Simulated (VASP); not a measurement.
Method: HSE06 screened hybrid, VASP's PBE PAW potentials (set 64) (plane waves; VASP 6.6.1).

The input files of a VASP run:

INCAR:
```
AEXX  =  0.25
ALGO  =  Normal
EDIFF  =  1E-6
ENCUT  =  400
GGA  =  PE
HFSCREEN  =  0.2
ISIF  =  2
ISMEAR  =  0
ISYM  =  3
LASPH  =  T
LCHARG  =  F
LHFCALC  =  T
LMAXMIX  =  6
LREAL  =  F
LWAVE  =  F
NELM  =  60
PREC  =  Accurate
PRECFOCK  =  Fast
SIGMA  =  0.05
SYSTEM  =  WSe2
```

KPOINTS_OPT:
```
k-points along high-symmetry lines
7
Line-mode
Reciprocal
  0.000000   0.000000   0.000000 ! GAMMA
  0.500000   0.000000   0.000000 ! M

  0.500000   0.000000   0.000000 ! M
  0.333333   0.333333   0.000000 ! K

  0.333333   0.333333   0.000000 ! K
  0.000000   0.000000   0.000000 ! GAMMA

  0.000000   0.000000   0.000000 ! GAMMA
  0.000000   0.000000   0.500000 ! A

  0.000000   0.000000   0.500000 ! A
  0.500000   0.000000   0.500000 ! L

  0.500000   0.000000   0.500000 ! L
  0.333333   0.333333   0.500000 ! H

  0.333333   0.333333   0.500000 ! H
  0.000000   0.000000   0.500000 ! A

  0.500000   0.000000   0.500000 ! L
  0.500000   0.000000   0.000000 ! M

  0.333333   0.333333   0.500000 ! H
  0.333333   0.333333   0.000000 ! K
```

### KPOINTS
```
kpoints
0
Gamma
 6 6 1
0 0 0
```

File POSCAR:
```
WSe2
1
    3.3218424452     0.0000000000     0.0000000000
   -1.6609212226     2.8767996156     0.0000000000
    0.0000000000     0.0000000000    16.7669410370
W Se
1 2
Direct
  0.0000000000   0.0000000000   0.0000000000
  0.3333330000   0.6666670000   0.1001853893
  0.3333330000   0.6666670000   0.8998146107
```

POTCAR, in this order: W_sv Se (PBE.64 set). Program: vasp_std. Read from the step before: WAVECAR.

Q: What will the output report for the number of irreducible k-points (NKPTS), largest plane-wave count, number of space-group operations, FFT grid (NGX, NGY, NGZ)?

A: 
```yaml
number of irreducible k-points (NKPTS): 7
largest_plane_wave_count: 2971
number_of_space_group_operations: 12
FFT grid (NGX, NGY, NGZ): 24 × 24 × 112
```

The cell is a sheet with vacuum, built from a database entry that may be metastable or hypothetical. The cell's shape comes from a PBE relaxation.
